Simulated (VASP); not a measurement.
All values below come from LDA (Ceperley-Alder, Perdew-Zunger), VASP's LDA PAW potentials (set 64) (plane waves; VASP 6.6.1).

The input files of a VASP run:

### INCAR
```
ALGO = Normal
EDIFF = 1E-7
ENCUT = 520
ICHARG = 11
ISMEAR = 0
LASPH = .TRUE.
LCHARG = .FALSE.
LORBIT = 11
LREAL = .FALSE.
LWAVE = .FALSE.
NELM = 100
PREC = Accurate
SIGMA = 0.05
SYSTEM = SiO2
```

File KPOINTS:
```
k-points along high-symmetry lines
10
Line-mode
Reciprocal
  0.000000   0.000000   0.000000 ! GAMMA
  0.000000   0.500000   0.000000 ! X

  0.000000   0.500000   0.000000 ! X
  0.500000   0.500000   0.000000 ! M

  0.500000   0.500000   0.000000 ! M
  0.000000   0.000000   0.000000 ! GAMMA

  0.000000   0.000000   0.000000 ! GAMMA
  0.000000   0.000000   0.500000 ! Z

  0.000000   0.000000   0.500000 ! Z
  0.000000   0.500000   0.500000 ! R

  0.000000   0.500000   0.500000 ! R
  0.500000   0.500000   0.500000 ! A

  0.500000   0.500000   0.500000 ! A
  0.000000   0.000000   0.500000 ! Z

  0.000000   0.500000   0.000000 ! X
  0.000000   0.500000   0.500000 ! R

  0.500000   0.500000   0.000000 ! M
  0.500000   0.500000   0.500000 ! A
```

**POSCAR**
```
SiO2
1
    4.1567994889     0.0000000000     0.0000000000
    0.0000000000     4.1567994889     0.0000000000
    0.0000000000     0.0000000000     2.6655413395
Si O
2 4
Direct
  0.0000000000   0.0000000000   0.0000000000
  0.5000000000   0.5000000000   0.5000000000
  0.3053900631   0.3053900631   0.0000000000
  0.8053900631   0.1946099369   0.5000000000
  0.1946099369   0.8053900631   0.5000000000
  0.6946099369   0.6946099369   0.0000000000
```

POTCAR, in this order: Si O (LDA.64 set). Program: vasp_std. Read from the step before: CHGCAR.

The resulting files:

File OSZICAR:
```
       N       E                     dE             d eps       ncg     rms          rms(c)
DAV:   1     0.154231873581E+03    0.15423E+03   -0.17917E+04  3632   0.154E+03
DAV:   2    -0.445099659054E+02   -0.19874E+03   -0.19038E+03  4908   0.312E+02
DAV:   3    -0.513296821034E+02   -0.68197E+01   -0.67878E+01  4320   0.609E+01
DAV:   4    -0.513928814603E+02   -0.63199E-01   -0.63083E-01  4256   0.650E+00
DAV:   5    -0.513937987616E+02   -0.91730E-03   -0.91717E-03  4176   0.703E-01
DAV:   6    -0.513938238897E+02   -0.25128E-04   -0.25127E-04  4280   0.966E-02
DAV:   7    -0.513938246662E+02   -0.77646E-06   -0.77644E-06  4172   0.148E-02
DAV:   8    -0.513938247009E+02   -0.34718E-07   -0.34715E-07  3192   0.244E-03
   1 F= -.51393825E+02 E0= -.51393825E+02  d E =-.137057E-17
```

### OUTCAR
```
 val. band max:        8.2672007618   @ k =   0.0000   0.0000   0.0000

 cond. band min:      14.0293391529   @ k =   0.0000   0.0000   0.0000



 k-point     1 :       0.0000    0.0000    0.0000
  band No.  band energies     occupation
      1     -14.2677      2.00000
      2     -10.4622      2.00000
      3     -10.4622      2.00000
      4     -10.1820      2.00000
      5      -2.7601      2.00000
      6       1.6833      2.00000
      7       1.6833      2.00000
      8       1.7584      2.00000
      9       2.7067      2.00000
     10       3.0526      2.00000
     11       5.0332      2.00000
     12       5.0332      2.00000
     13       5.7079      2.00000
     14       7.3594      2.00000
     15       7.3594      2.00000
     16       8.2672      2.00000
     17      14.0293      0.00000
     18      14.6802      0.00000
     19      16.5913      0.00000
     20      16.5913      0.00000

 k-point     2 :       0.0000    0.0556    0.0000
  band No.  band energies     occupation
      1     -14.2508      2.00000
      2     -10.6080      2.00000
      3     -10.4532      2.00000
      4     -10.0736      2.00000
      5      -2.7383      2.00000
      6       1.5665      2.00000
      7       1.6347      2.00000
      8       1.8770      2.00000
      9       2.7193      2.00000
     10       3.1508      2.00000
     11       4.9992      2.00000
     12       5.0407      2.00000
     13       5.7160      2.00000
     14       7.2882      2.00000
     15       7.3538      2.00000
     16       8.2418      2.00000
     17      14.0806      0.00000
     18      14.7095      0.00000
     19      16.5910      0.00000
     20      16.6026      0.00000

 k-point     3 :       0.0000    0.1111    0.0000
  band No.  band energies     occupation
      1     -14.2004      2.00000
      2     -10.8660      2.00000
      3     -10.4266      2.00000
      4      -9.9259      2.00000
      5      -2.6741      2.00000
      6       1.2865      2.00000
...
```

The density is held fixed in this step, so its total energy and stress have no physical meaning.

The compound is SiO2 in the rutile structure, stishovite, a high-pressure form. It was relaxed first.
